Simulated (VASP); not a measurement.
An input for Ansatz (written as the equivalent of a VASP run, and not itself run):

Ansatz 0.2 input:
```yaml
crystal:
  lattice:
    - [0.0000000, 2.0505678, 2.0505678]
    - [2.0505678, 0.0000000, 2.0505678]
    - [2.0505678, 2.0505678, 0.0000000]
  atoms:
    - { symbol: Ag, position: [0.0000000, 0.0000000, 0.0000000] }
kpoints:
  mp_grid: { grid: [14, 14, 14] }
hamiltonian:
  xc: r2scan
  pseudopotentials: { kind: paw }
scf:
  occupations: { method: methfessel_paxton, width: 0.1 }
  max_iter: 100
relax:
  max_steps: 40
  f_tol: 0.01
  cell: { p_target: 20 }
output: { forces: true, stress: true, eigenvalues: true }
```

Q: Write the VASP files for the same calculation (r2SCAN).

A: Several could match; the one computed here: 
File POSCAR:
```
Ag
1.0
  0.0000000000   2.0505678027   2.0505678027
  2.0505678027   0.0000000000   2.0505678027
  2.0505678027   2.0505678027   0.0000000000
Ag
1
Cartesian
  0.0000000000   0.0000000000   0.0000000000
```

### KPOINTS
```
Automatic mesh
0
Gamma
14 14 14
0 0 0
```

INCAR:
```
ISIF  =  3   # ions, shape and volume
PREC  =  Accurate
METAGGA  =  R2SCAN
LMAXMIX  =  4   # l cut-off of mixed one-centre charges
PSTRESS  =  200   # kbar
LREAL  =  .FALSE.
LMIXTAU  =  .TRUE.
LCHARG  =  .FALSE.
SYSTEM  =  Ag
EDIFF  =  1E-7   # SCF stop (eV)
SIGMA  =  0.1   # width (eV)
LASPH  =  .TRUE.
EDIFFG  =  -0.01
LWAVE  =  .FALSE.
IBRION  =  2
ALGO  =  Normal   # blocked Davidson
NSW  =  40   # most ionic steps
ENCUT  =  480
ISMEAR  =  1   # Methfessel-Paxton
NELM  =  100   # most electronic steps
```

POTCAR, in this order: Ag (PBE.64 set). Program: vasp_std.

The two are equivalent in intent, not identical: each code has its own PAW files, so the cut-off isn't converted (ENCUT is set for VASP's; basis.ecutwfc is left out, and Ansatz then takes the one that its files recommend); Ansatz stops its SCF on the density residual and VASP on the energy change (EDIFF).

The compound is Ag in the fcc structure. This run relaxes it under an external pressure of 20 GPa. Symmetry was kept, so distortions that lower it aren't found.
